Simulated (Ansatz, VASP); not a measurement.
LaMnIn: VASP beside Ansatz

```xyz
3
Lattice="4.6238 0.0000 0.0000 -2.3119 4.0043 0.0000 0.0000 0.0000 4.1237" Properties=species:S:1:pos:R:3 pbc="T T T"
La    0.0000    0.0000    0.0000
In    0.0000    2.6695    2.0618
Mn    2.3119    1.3348    2.0618
```

Change from the starting cell: volume scaled by 1.02.

Alike in both runs: task single point; functional PBE; k mesh 7 × 7 × 7; occupations fermi-dirac, width 0.05 eV; collinear spin, ferromagnetic start.

```csv
,VASP,Ansatz
version,VASP 6.6.1,Ansatz 0.2.0
potentials or method,"VASP PAW PBE potentials, release 64 (La, In_d, Mn_pv)",Ansatz PAW
plane-wave cutoff (eV),520,420
valence electrons in the cell,37,39
```

|  | VASP | Ansatz | Ansatz less VASP |
| --- | --- | --- | --- |
| gap on the k mesh at the Fermi level (eV) | none | none | - |
| pressure (GPa) | 3.5 | 3.6 | +0.04 |
| largest component of the traceless stress (GPa) | 2.34 | 2.34 | +0.002 |
| net moment per atom (μB) | 1.06 | 1.06 | +0.001 |
| size of the moment on the site where the two differ most (μB) | 0.10 | 0.05 | -0.046 |

Site moments also hang on the region over which each program counts them. A gap of «none» marks a metal or a gap that the smearing closes. The two sets of potentials don't hold the same shells in valence.

Spin-orbit coupling is left out, which matters for the levels of La.
